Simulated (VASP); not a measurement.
An input for Quantum ESPRESSO's pw.x (written as the equivalent of a VASP run, and not itself run):

```
&CONTROL
  calculation = 'scf'
  pseudo_dir = './pseudo'
  outdir = './out'
  tprnfor = .true.
  tstress = .true.
/
&SYSTEM
  ibrav = 0
  nat = 4
  ntyp = 2
  ecutwfc = 72
  occupations = 'smearing'
  smearing = 'fermi-dirac'
  degauss = 0.00735
  input_dft = 'pbe'
/
&ELECTRONS
  conv_thr = 7.3e-08
  electron_maxstep = 100
/
ATOMIC_SPECIES
  Re 186.207 Re.upf
  S 32.060 S.upf
CELL_PARAMETERS angstrom
     3.8481870    0.0000000    0.0000000
    -1.9240930    3.3326270    0.0000000
     0.0000000    0.0000000    5.3634300
ATOMIC_POSITIONS crystal
  Re   0.0000000  0.0000000  0.0000000
  Re   0.0000000  0.0000000  0.5000000
  S    0.3333330  0.6666670  0.2500000
  S    0.6666670  0.3333330  0.7500000
K_POINTS automatic
  7 7 4 0 0 0
```

Q: Translate this input to VASP (INCAR, KPOINTS, POSCAR, choice of POTCAR).

A: Several could match; the one computed here: 
**POSCAR**
```
ReS
1
    3.8481870000     0.0000000000     0.0000000000
   -1.9240930000     3.3326270000     0.0000000000
    0.0000000000     0.0000000000     5.3634300000
Re S
2 2
Direct
  0.0000000000   0.0000000000   0.0000000000
  0.0000000000   0.0000000000   0.5000000000
  0.3333330000   0.6666670000   0.2500000000
  0.6666670000   0.3333330000   0.7500000000
```

INCAR:
```
NELM = 100   ! most electronic steps
ISIF = 2   ! forces and stress, cell fixed
ISMEAR = -1   ! Fermi-Dirac
PREC = Accurate
ENCUT = 300
LWAVE = .FALSE.
GGA = PE
LASPH = .TRUE.   ! aspherical one-centre terms
EDIFF = 1E-6   ! SCF stop (eV)
LCHARG = .FALSE.
ALGO = Normal   ! blocked Davidson
LREAL = .FALSE.   ! projection in real space or not
SYSTEM = ReS
SIGMA = 0.1   ! width (eV)
LMAXMIX = 6   ! l cut-off of mixed one-centre charges
```

File KPOINTS:
```
K-points
0
Gamma
  7 7 4
```

POTCAR, in this order: Re S (PBE.64 set). Program: vasp_std.

Limits of the translation: the potentials are each code's own (VASP's PAW set, PseudoDojo norm-conserving files in pw.x), so ENCUT and ecutwfc are chosen apart and not converted; conv_thr bounds pw.x's estimated SCF error, while EDIFF bounds the energy change between steps.

The structure was generated: ReS was put into an ordered model structure, which need not be its known phase. The cell was not relaxed at this level.
